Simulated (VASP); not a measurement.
VASP 6 on Si, 64 atoms, HSE06, 300 eV, 1×1×1 Γ-centred mesh, vasp_gam. Each run had one machine to itself; times are medians of up to 3 turns, which differed by up to 4 %. Differences under about 10 % mean little, and other builds and machines will differ.

INCAR of the first run: PREC = Normal; ENCUT = 300; EDIFF = 1E-12; NELM = 9; ALGO = Normal; LREAL = Auto; LASPH = .TRUE.; ISMEAR = 0; SIGMA = 0.05; GGA = PE; HFSCREEN = 0.2; AEXX = 0.25; LHFCALC = .TRUE.; PRECFOCK = Fast; ISYM = 0; LWAVE = .FALSE.; LCHARG = .FALSE.; NELMIN = 9

```tsv
run	seconds an electronic step (mean of the last four of 9)	speed-up	parallel efficiency
8 ranks	1.4	1.0	100 %
16 ranks	0.88	1.5	77 %
24 ranks	0.73	1.9	62 %
32 ranks	0.74	1.9	46 %
48 ranks	0.88	1.5	26 %
64 ranks	0.92	1.5	18 %
94 ranks	1.4	0.98	8 %
```

Against 8 ranks, the efficiency stays at 70 % or more up to 16 ranks; the fastest run is 24 ranks.

Runs that failed, blew up or ran out of time are left out.

The cell is a supercell.
